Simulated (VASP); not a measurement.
A run of VASP 6.6.1 is set up as follows.

INCAR

```
ALGO     = Normal         # electronic algorithm
EDIFF    = 1E-7           # SCF threshold, eV
ENCUT    = 520            # plane-wave cutoff, eV
GGA      = PE             # functional
ISIF     = 2              # what is computed and relaxed
ISMEAR   = -1             # smearing method
LASPH    = T              # aspherical terms in the spheres
LCHARG   = F              # write CHGCAR
LREAL    = F              # projectors in reciprocal space
LWAVE    = F              # write WAVECAR
NBANDS   = 63             # bands
NELM     = 100            # most SCF steps
PREC     = Accurate       # precision mode
SIGMA    = 0.05           # smearing width, eV
```

KPOINTS

```
k-points
0
Gamma
  6 6 6
```

POSCAR

```
Tc3Sn
1.0
    5.6533577208      0.0000000000      0.0000000000
   -2.8266788604      4.8959514029      0.0000000000
    0.0000000000      0.0000000000      4.6031360000
Sn Tc
2 6
Direct
    0.3260390000      0.6628830000      0.7488900000
    0.6757500000      0.3314320000      0.2488450000
    0.1680570000      0.3303260000      0.2459720000
    0.1660810000      0.8368310000      0.2512370000
    0.6735120000      0.8246700000      0.2447050000
    0.8388200000      0.6738420000      0.7514090000
    0.8238770000      0.1597990000      0.7554270000
    0.3302700000      0.1632780000      0.7420600000
```

Potentials or basis: VASP PAW PBE potentials, release 64 (Sn_d, Tc_pv).

Command:

```console
$ cat potpaw_PBE.64/Sn_d/POTCAR potpaw_PBE.64/Tc_pv/POTCAR > POTCAR
$ mpirun -np 1 vasp_std > vasp.out
```

Question: Predict the band gap on the k mesh.

Answer: None (metal or under the smearing width).

Question: Estimate the pressure.

Answer: -1.3 GPa.

Question: Estimate the largest force.

Answer: 0.454 eV/Å.

Stress tensor (GPa, compression positive):
```
-1.21 -0.03 -0.11
-0.03 -0.85 -0.14
-0.11 -0.14 -1.94
```
